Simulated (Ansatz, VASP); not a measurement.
# One calculation of AgPt3, two programs

```
CELL_PARAMETERS angstrom
3.91322 0.00000 0.00000
0.00000 3.91322 0.00000
0.00000 0.00000 3.91322
ATOMIC_POSITIONS crystal
Ag 0.00000 0.00000 0.00000
Pt 0.00000 0.50000 0.50000
Pt 0.50000 0.00000 0.50000
Pt 0.50000 0.50000 0.00000
```

Alike in both runs: functional LDA; k mesh 12 × 12 × 12; occupations fermi-dirac, width 0.15 eV; no spin polarisation.

Ansatz relaxed the structure, and its values are those at the end. VASP's run is a single point on that final structure, the one shown.

|  | VASP | Ansatz |
| --- | --- | --- |
| version | VASP 6.6.1 | Ansatz 0.2.0 |
| potentials or method | VASP PAW LDA potentials, release 64 (Ag, Pt) | scalar-relativistic, plane waves, PAW |
| plane-wave cutoff (eV) | 520 | 420 |
| valence electrons in the cell | 41 | 73 |

Ansatz gave:

```
gap on the k mesh at the Fermi level (eV) : none
pressure (GPa)                            : 0.0
```

Q: Estimate VASP's values.

A: gap on the k mesh at the Fermi level (eV): none; pressure (GPa): 0.6.

A gap of «none» marks a metal or a gap that the smearing closes. The two sets of potentials don't hold the same shells in valence.

The runs have no spin-orbit coupling, so splittings on Pt are missing.
